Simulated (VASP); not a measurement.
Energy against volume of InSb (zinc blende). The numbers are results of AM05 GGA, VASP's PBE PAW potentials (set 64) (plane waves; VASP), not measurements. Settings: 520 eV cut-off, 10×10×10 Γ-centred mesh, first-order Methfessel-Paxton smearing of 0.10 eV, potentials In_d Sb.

```tsv
V (Å³/atom)	E (eV/atom)
33.915	-3.58111
34.964	-3.58566
36.013	-3.58220
37.062	-3.57200
```

**Question.** Fit these four points and predict the energy of the run at 32.866 Å³/atom.

**Answer.** A cubic in V^(−2/3), the third-order Birch-Murnaghan form, passes through the four points with V0 = 35.01 Å³/atom and B0 = 40 GPa, and gives -3.5670 eV/atom there. The run gave -3.5670 eV/atom, +0.0 meV/atom from the fit; all five points give B0 = 40 GPa.

The compound is InSb in the zinc blende structure. It was relaxed first.
